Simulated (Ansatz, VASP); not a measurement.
Two plane-wave programs on CsLiCr2Te2S3

INCAR

```
PREC     = Accurate       # precision mode
ENCUT    = 520            # plane-wave cutoff, eV
EDIFF    = 1E-6           # SCF threshold, eV
ISMEAR   = -1             # smearing method
SIGMA    = 0.05           # smearing width, eV
LREAL    = F              # projectors in reciprocal space
LASPH    = T              # aspherical terms in the spheres
NELM     = 100            # most SCF steps
ALGO     = Normal         # electronic algorithm
ISIF     = 2              # what is computed and relaxed
LWAVE    = F              # write WAVECAR
LCHARG   = T              # write CHGCAR
ISPIN    = 2              # spin polarisation
MAGMOM   = 0 0 3 3 0 0 0 0 0 # initial moments
LORBIT   = 11             # projections on sites
LMAXMIX  = 4              # l up to which the mixer works
GGA      = PE             # functional
LVHAR    = T            
KPAR     = 4
```

Contents of KPOINTS:

```
regular mesh
0
Gamma
  5 5 5
```

The input POSCAR:

```
CsLiCr2Te2S3
1.0
    3.3192900000      1.9163900000      6.8798200000
   -3.3192900000      1.9163900000      6.8798200000
    0.0000000000     -3.8327900000      6.8798200000
Cs Li Cr Te S
1 1 2 2 3
Direct
    0.0000000000      0.0000000000      0.0000000000
    0.5000000000      0.5000000000      0.5000000000
    0.7984800000      0.7984800000      0.7984800000
    0.2015200000      0.2015200000      0.2015200000
    0.6799000000      0.6799000000      0.6799000000
    0.3201000000      0.3201000000      0.3201000000
    0.1362600000      0.8637400000      0.5000000000
    0.5000000000      0.1362600000      0.8637400000
    0.8637400000      0.5000000000      0.1362600000
```

input.yaml

```yaml
crystal:
  lattice:
    - [3.31929, 1.91639, 6.87982]
    - [-3.31929, 1.91639, 6.87982]
    - [0.0, -3.83279, 6.87982]
  atoms:
    - { symbol: Cs, position: [0.0, 0.0, 0.0] }
    - { symbol: Li, position: [0.5, 0.5, 0.5] }
    - { symbol: Cr, position: [0.79848, 0.79848, 0.79848], spin: 3.0 }
    - { symbol: Cr, position: [0.20152, 0.20152, 0.20152], spin: 3.0 }
    - { symbol: Te, position: [0.6799, 0.6799, 0.6799] }
    - { symbol: Te, position: [0.3201, 0.3201, 0.3201] }
    - { symbol: S, position: [0.13626, 0.86374, 0.5] }
    - { symbol: S, position: [0.5, 0.13626, 0.86374] }
    - { symbol: S, position: [0.86374, 0.5, 0.13626] }
hamiltonian:
  xc: pbe
  pseudopotentials: { kind: paw, frozen_core: stored }
magnetization:
  spin_polarized: true
kpoints:
  mp_grid: { grid: [5, 5, 5] }
scf:
  occupations: { method: fermi_dirac, width: 0.05 }
output:
  forces: true
  stress: true
  eigenvalues: true
  efg: {}
```

The cell was built by a generator and needn't be a form met in nature.

Alike in both runs: functional PBE; k mesh 5 × 5 × 5; occupations fermi-dirac, width 0.05 eV; collinear spin, ferromagnetic start.

```csv
,VASP,Ansatz
version,VASP 6.6.1,Ansatz 0.2.0
potentials or method,"VASP PAW PBE potentials, release 64 (Cs_sv, Li_sv, Cr_pv, Te, S)",Ansatz PAW
plane-wave cutoff (eV),520,420
valence electrons in the cell,66,90
task,electrostatic potential,electric field gradients
```

|  | VASP | Ansatz | Ansatz less VASP |
| --- | --- | --- | --- |
| gap on the k mesh at the Fermi level (eV) | none | none | - |
| rms of the force components (eV/Å) | 0.005 | 0.003 | -0.0020 |
| net moment per atom (μB) | 0.44 | 0.44 | 0.000 |
| size of the moment on the site where the two differ most (μB) | 2.32 | 2.07 | -0.247 |

Site moments also hang on the region over which each program counts them. Atom by atom the forces differ by 0.003 eV/Å (rms over components). A gap of «none» marks a metal or a gap that the smearing closes. The two sets of potentials don't hold the same shells in valence.

Caveats: only a ferromagnetic start was run, and an antiferromagnetic order may lie lower in energy. Spin-orbit coupling is left out, which matters for the levels of Cs, Te. With open d or f shells a metallic result of PBE can be an artefact of self-interaction; +U or a hybrid may open a gap.
